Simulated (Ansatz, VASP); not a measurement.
# Se (Selenium): VASP beside Ansatz, part 2 of 2

One calculation is typed for both programs; each brings its own data sets and cutoff. How far apart do they land? The cell is taken from a series of VASP runs on this material, whose earlier steps may have relaxed, scaled or displaced it; both programs get it as it stands. Other levels of theory on this material are compared in a session of their own.

VASP 6.6.1 and Ansatz 0.2.0.

So far. Step 3 (VASP: band structure, r2SCAN): The run ends at a pressure of 1.27 GPa, with forces up to 0.060 eV/Å.

## 5. VASP: band structure, r2SCAN, spin-orbit coupling

Level of this step: r2SCAN, spin-orbit coupling; plane waves and PAW (Se) (VASP).

The same path points are solved in both programs, so levels can be compared one by one.

The input, INCAR:

```
SYSTEM = Se
PREC = Accurate
ENCUT = 350
EDIFF = 1E-06
NELM = 100
ISMEAR = 0
SIGMA = 0.03
LREAL = .FALSE.
ALGO = Normal
METAGGA = R2SCAN
LASPH = .TRUE.
LNONCOLLINEAR = .TRUE.
MAGMOM = 0 0 0 0 0 0 0 0 0
NBANDS = 30
GGA_COMPAT = .FALSE.
LSORBIT = .TRUE.
LORBIT = 11
LWAVE = .FALSE.
LCHARG = .FALSE.
KPAR = 4
```

The input, POSCAR:

```
Se
1.0
    4.3662000000      0.0000000000      0.0000000000
   -2.1831000000      3.7812401180      0.0000000000
    0.0000000000      0.0000000000      4.9536000000
Se
3
Direct
    0.7746000000      0.7746000000      0.0000000000
    0.0000000000      0.2254000000      0.6666666667
    0.2254000000      0.0000000000      0.3333333333
```

The input, KPOINTS:

```
Automatic mesh
0
Gamma
6 6 4
0 0 0
```

The input, KPOINTS_OPT:

```
Line mode
10
Line-mode
Reciprocal
  0.00000000   0.00000000   0.00000000 GAMMA
  0.50000000   0.00000000   0.00000000 M

  0.50000000   0.00000000   0.00000000 M
  0.33333333   0.33333333   0.00000000 K

  0.33333333   0.33333333   0.00000000 K
  0.00000000   0.00000000   0.00000000 GAMMA

  0.00000000   0.00000000   0.00000000 GAMMA
  0.00000000   0.00000000   0.50000000 A

  0.00000000   0.00000000   0.50000000 A
  0.50000000   0.00000000   0.50000000 L

  0.50000000   0.00000000   0.50000000 L
  0.33333333   0.33333333   0.50000000 H

  0.33333333   0.33333333   0.50000000 H
  0.00000000   0.00000000   0.50000000 A

  0.50000000   0.00000000   0.50000000 L
  0.50000000   0.00000000   0.00000000 M

  0.33333333   0.33333333   0.00000000 K
  0.33333333   0.33333333   0.50000000 H
```

The projector-augmented-wave data sets are Se (PBE family, release 64).

Launch:

```console
$ mpirun -np 4 vasp_ncl
```

Numbers of over 12 decimals in the logs are rounded to 6 here.

Output:

```text
[banner, memory and clock lines left out]
running    4 mpi-ranks, on    1 nodes
[...]
[... a notice as in an earlier step ...]

 LDA part: xc-table for (None), standard interpolation
 POSCAR, INCAR and KPOINTS ok, starting setup
[...]
entering main loop
       N       E                     dE             d eps       ncg     rms          rms(c)
DAV:   1     0.409896779162E+02    0.40990E+02   -0.58570E+03  2040   0.750E+02
DAV:   2    -0.406214955470E+02   -0.81611E+02   -0.78573E+02  2692   0.158E+02
DAV:   3    -0.464883528165E+02   -0.58669E+01   -0.58173E+01  2522   0.450E+01
DAV:   4    -0.465399255093E+02   -0.51573E-01   -0.51534E-01  2480   0.497E+00
[...]
DAV:  11    -0.429660923723E+02   -0.20575E-04   -0.33740E-05  2392   0.397E-02    0.154E-02
DAV:  12    -0.429660964337E+02   -0.40614E-05   -0.73745E-06  2290   0.207E-02    0.504E-03
DAV:  13    -0.429660966484E+02   -0.21473E-06   -0.17090E-07  1506   0.324E-03
   1 F= -.42966097E+02 E0= -.42966097E+02  d E =-.316046E-24  mag=    -0.0000     0.0000     0.0000
 Start KPOINTS_OPT (optional k-point list driver)
k-point batch [1-34\90]
       N       E                     dE             ncg
DAV:   1     0.517993497941E+03   -0.72323E+04     2040
DAV:   2    -0.236723991281E+04   -0.28852E+04     2658
DAV:   3    -0.256913187030E+04   -0.20189E+03     2580
DAV:   4    -0.257088687225E+04   -0.17550E+01     2380
DAV:   5    -0.257090045504E+04   -0.13583E-01     2488
DAV:   6    -0.257090064246E+04   -0.18742E-03     2452
DAV:   7    -0.257090064590E+04   -0.34365E-05     2202
DAV:   8    -0.257090064602E+04   -0.12284E-06     1596
[...]
k-point batch [69-90\90]
       N       E                     dE             ncg
DAV:   1     0.509362538336E+04   -0.90881E+04     1320
DAV:   2     0.331266170862E+04   -0.17810E+04     1720
DAV:   3     0.319057942857E+04   -0.12208E+03     1636
DAV:   4     0.318952914352E+04   -0.10503E+01     1546
DAV:   5     0.318952089628E+04   -0.82472E-02     1626
DAV:   6     0.318952077928E+04   -0.11700E-03     1606
DAV:   7     0.318952077729E+04   -0.19929E-05     1488
DAV:   8     0.318952077723E+04   -0.57693E-07     1026
```

OUTCAR, selected parts (step 5):

```text
  Total        0.5305861      0.5305861      0.9905825     -0.0000000      0.0000000      0.0000000
  in kB       10.3945967     10.3945967     19.4062865     -0.0000000      0.0000000      0.0000000
  external PRESSURE =      13.3984933 kB  Pullay stress =       0.0000000 kB

 POSITION                                       TOTAL-FORCE (eV/Angst)
 -----------------------------------------------------------------------------------
      1.69103      2.92895      0.00000        -0.036923     -0.063952      0.000000
     -0.49207      0.85229      3.30240        -0.036923      0.063952      0.000000
      0.98414      0.00000      1.65120         0.073846      0.000000     -0.000000
 -----------------------------------------------------------------------------------
    total drift:                               -0.000000     -0.000001      0.000000

  FREE ENERGIE OF THE ION-ELECTRON SYSTEM (eV)
  ---------------------------------------------------
  free  energy   TOTEN  =       -42.9660966484 eV

  energy  without entropy=      -42.9660966484  energy(sigma->0) =      -42.96609665

 magnetization (x)
# of ion       s       p       d       tot
------------------------------------------
    1       -0.000  -0.000   0.000  -0.000
    2       -0.000  -0.000   0.000  -0.000
    3        0.000   0.000  -0.000   0.000
--------------------------------------------------
tot          0.000   0.000   0.000   0.000

 magnetization (y)
# of ion       s       p       d       tot
------------------------------------------
    1       -0.000  -0.000   0.000  -0.000
    2        0.000   0.000  -0.000   0.000
    3       -0.000   0.000   0.000  -0.000
--------------------------------------------------
tot         -0.000   0.000   0.000  -0.000

 magnetization (z)
# of ion       s       p       d       tot
------------------------------------------
    1        0.000   0.000   0.000   0.000
    2        0.000   0.000   0.000   0.000
    3        0.000   0.000   0.000   0.000
--------------------------------------------------
tot          0.000   0.000   0.000   0.000

[... 1 part as in an earlier step ...]

[... 2 further parts left out ...]
[key lines of the parts left out:]
E-fermi :   2.6448
```

The run ends at a pressure of 1.34 GPa, with forces up to 0.074 eV/Å.

## 6. Ansatz: band structure, r2SCAN, spin-orbit coupling

The same cell, functional, mesh and smearing now go to Ansatz, which takes its cutoff from its data sets.

The cell is taken from a series of VASP runs on this material, whose earlier steps may have relaxed, scaled or displaced it; both programs get it as it stands.

The input, input.yaml:

```yaml
crystal:
  lattice:
    - [4.3662, 0.0, 0.0]
    - [-2.1831, 3.781240118, 0.0]
    - [0.0, 0.0, 4.9536]
  atoms:
    - { symbol: Se, position: [0.7746, 0.7746, 0.0] }
    - { symbol: Se, position: [0.0, 0.2254, 0.6666666667] }
    - { symbol: Se, position: [0.2254, 0.0, 0.3333333333] }
hamiltonian:
  xc: r2scan
  pseudopotentials: { kind: paw_fr }
magnetization:
  noncollinear: true
  spin_orbit: true
kpoints:
  mp_grid: { grid: [6, 6, 4] }
  band_path:
    path:
      - [0.0, 0.0, 0.0]
      - [0.16667, 0.0, 0.0]
      - [0.33333, 0.0, 0.0]
      - [0.5, 0.0, 0.0]
      - [0.46296, 0.07407, 0.0]
      - [0.40741, 0.18519, 0.0]
      - [0.35185, 0.2963, 0.0]
      - [0.2963, 0.2963, 0.0]
      - [0.18519, 0.18519, 0.0]
      - [0.07407, 0.07407, 0.0]
      - [0.0, 0.0, 0.0]
      - [0.0, 0.0, 0.16667]
      - [0.0, 0.0, 0.33333]
      - [0.0, 0.0, 0.5]
      - [0.11111, 0.0, 0.5]
      - [0.33333, 0.0, 0.5]
      - [0.5, 0.0, 0.5]
      - [0.48148, 0.03704, 0.5]
      - [0.46296, 0.07407, 0.5]
      - [0.40741, 0.18519, 0.5]
      - [0.35185, 0.2963, 0.5]
      - [0.33333, 0.33333, 0.5]
      - [0.2963, 0.2963, 0.5]
      - [0.18519, 0.18519, 0.5]
      - [0.07407, 0.07407, 0.5]
      - [0.5, 0.0, 0.5]
      - [0.5, 0.0, 0.33333]
      - [0.5, 0.0, 0.16667]
      - [0.5, 0.0, 0.0]
      - [0.33333, 0.33333, 0.11111]
      - [0.33333, 0.33333, 0.27778]
      - [0.33333, 0.33333, 0.5]
    npoints: 1
scf:
  occupations: { method: gaussian, width: 0.03 }
  n_extra_bands: 14
output:
  forces: true
  stress: true
  eigenvalues: true
```

Launch:

```console
$ ansatz run input.yaml --threads 2 --pin off --max-ram 4608MiB --backend cpu --events-out ev --progress --plain --runs-dir out
```

Output:

```text
[...]
non-collinear run that drives no moment, with spin-orbit: no starting moment large enough to seed its density (crystal.atoms[].spin), no starting occupations that ask for one, no magnetisation constraint and no magnetic field, so the semilocal B_xc is pinned to zero
Crystal: 3 atoms, lattice volume = 81.782 Å³
[...]
k-point 0: bands = [... 44 lower, 4.4837, 4.4837, 6.1495, 6.1495, 8.6856, 8.6856, 8.8126, 8.8126, ... 10 higher]
  k-point 1: bands = [... 44 lower, 4.9133, 4.9943, 5.7225, 5.7395, 8.2716, 8.3247, 8.3342, 8.4436, ... 10 higher]
  k-point 2: bands = [... 44 lower, 5.0634, 5.0634, 5.4083, 5.4083, 8.0309, 8.0309, 8.0510, 8.0510, ... 10 higher]
  k-point 23: bands = [... 44 lower, 6.3008, 6.3008, 6.4858, 6.5092, 7.9085, 7.9085, 9.5259, 9.5553, ... 10 higher]
[key lines of the parts left out:]
SCF converged after 7 iterations
Magnetization: |M| = 0.0000 μB,  M = (+0.0000, +0.0000, +0.0000) μB
Free energy (F): -16424.513437 eV
Fermi energy:    7.281706 eV
P = ⅓ Tr σ = 1.4103 GPa (14.103 kbar)
```

Wall time 56 s (2 threads of Arm Neoverse V2, shared host); peak memory 0.85 GiB.

## 7. Comparison

What differs besides the data sets and the points named for the pairs above, as far as they apply: spin-orbit coupling enters by fully relativistic files in Ansatz and inside the spheres in VASP; the data sets hold 48 valence electrons in Ansatz (fully relativistic PAW (standard-fr) files) and 18 in VASP. Total energies have different zeros and are not compared.

Both answers:

```tsv
quantity	Ansatz	VASP	difference
pressure (GPa)	1.41	1.34	+0.07
gap over the path points (eV)	1.253	1.242	+0.011
```

Forces (eV/Å; atoms numbered as in POSCAR):

```tsv
atom	Ansatz x, y, z	VASP x, y, z
Se1	-0.033, -0.058, 0.000	-0.037, -0.064, 0.000
Se2	-0.033, 0.058, 0.000	-0.037, 0.064, 0.000
Se3	0.067, 0.000, 0.000	0.074, 0.000, 0.000
```

Levels at points of the path, from each program's valence-band top (eV; 8 filled, then empty):

```tsv
k (reciprocal lattice)	Ansatz	VASP
0.000 0.000 0.000	-3.85 -3.85 -2.19 -2.19 -2.17 -2.17 -0.51 -0.51 2.03 2.03 2.16 2.16 2.39 2.39	-3.85 -3.85 -2.19 -2.19 -2.17 -2.17 -0.50 -0.50 2.02 2.02 2.15 2.15 2.39 2.39
0.167 0.000 0.000	-3.80 -3.66 -2.17 -2.12 -1.79 -1.79 -0.71 -0.70 2.00 2.06 2.09 2.15 2.63 2.66	-3.79 -3.66 -2.17 -2.12 -1.79 -1.78 -0.71 -0.69 2.00 2.06 2.09 2.15 2.63 2.66
0.333 0.000 0.000	-3.81 -3.70 -2.48 -2.38 -1.91 -1.80 -1.02 -0.99 2.13 2.17 2.40 2.42 3.57 3.58	-3.81 -3.70 -2.48 -2.38 -1.91 -1.79 -1.02 -0.98 2.12 2.16 2.39 2.42 3.57 3.58
0.500 0.000 0.000	-3.61 -3.61 -3.01 -3.01 -1.90 -1.90 -1.09 -1.09 2.16 2.16 2.56 2.56 4.36 4.36	-3.60 -3.60 -3.01 -3.01 -1.90 -1.90 -1.09 -1.09 2.15 2.15 2.55 2.55 4.35 4.35
0.463 0.074 0.000	-3.55 -3.55 -3.01 -3.00 -1.98 -1.96 -1.19 -1.18 2.23 2.25 2.69 2.69 4.31 4.31	-3.55 -3.55 -3.01 -3.00 -1.98 -1.96 -1.18 -1.18 2.23 2.24 2.69 2.69 4.30 4.30
0.407 0.185 0.000	-3.32 -3.32 -3.00 -2.97 -2.31 -2.27 -1.50 -1.50 2.63 2.65 3.17 3.18 4.09 4.09	-3.32 -3.31 -3.00 -2.97 -2.31 -2.27 -1.50 -1.50 2.62 2.64 3.17 3.18 4.09 4.09
0.352 0.296 0.000	-3.03 -3.02 -2.98 -2.91 -2.75 -2.70 -1.71 -1.71 3.14 3.16 3.36 3.38 3.95 3.95	-3.03 -3.02 -2.98 -2.91 -2.74 -2.70 -1.71 -1.71 3.13 3.15 3.36 3.37 3.95 3.95
0.296 0.296 0.000	-3.19 -3.11 -2.90 -2.85 -2.62 -2.62 -1.68 -1.68 3.02 3.04 3.38 3.39 3.90 3.90	-3.18 -3.11 -2.90 -2.85 -2.62 -2.62 -1.67 -1.67 3.02 3.04 3.38 3.39 3.90 3.90
0.185 0.185 0.000	-3.60 -3.51 -2.43 -2.37 -1.90 -1.89 -1.21 -1.20 2.37 2.40 2.66 2.68 3.22 3.22	-3.59 -3.51 -2.43 -2.37 -1.90 -1.89 -1.21 -1.20 2.36 2.39 2.66 2.68 3.22 3.22
0.074 0.074 0.000	-3.77 -3.65 -2.19 -2.15 -1.87 -1.87 -0.63 -0.62 2.00 2.01 2.12 2.12 2.52 2.56	-3.77 -3.65 -2.19 -2.15 -1.87 -1.87 -0.63 -0.61 2.00 2.01 2.11 2.12 2.52 2.56
```

The forces differ by 4.1 meV/Å r.m.s., which is 9.7 % of the r.m.s. force of 0.04 eV/Å (both taken over all components). Among the levels compared at these points, filled levels agree within 4 meV and empty ones within 11 meV.

## 8. What came out

* difference in gap over the path points (band structure, r2SCAN): 0.010 eV
* difference in gap over the path points (band structure, r2SCAN, spin-orbit coupling): 0.011 eV

What this shows: The difference in gap over the path points is 0.011 eV (band structure, r2SCAN, spin-orbit coupling), within the 0.08 eV picked in this series as the mark of a large difference. 11 further runs of this series are not shown here. How closely two codes agree says nothing of how well the functional describes the real material.

[Lines on the potential files, build, host, timing and source positions are cut from VASP's logs without a mark.]

[Logs are printed without paths, hosts, clocks, repeated set-up lines and the standing remarks that a program may print on its own settings, such as how far it seeks lower states.]

[Hosts, paths, dates, database ids (printed as entryN), source tags and the programs' standing remarks are cut or masked in the printed files.]
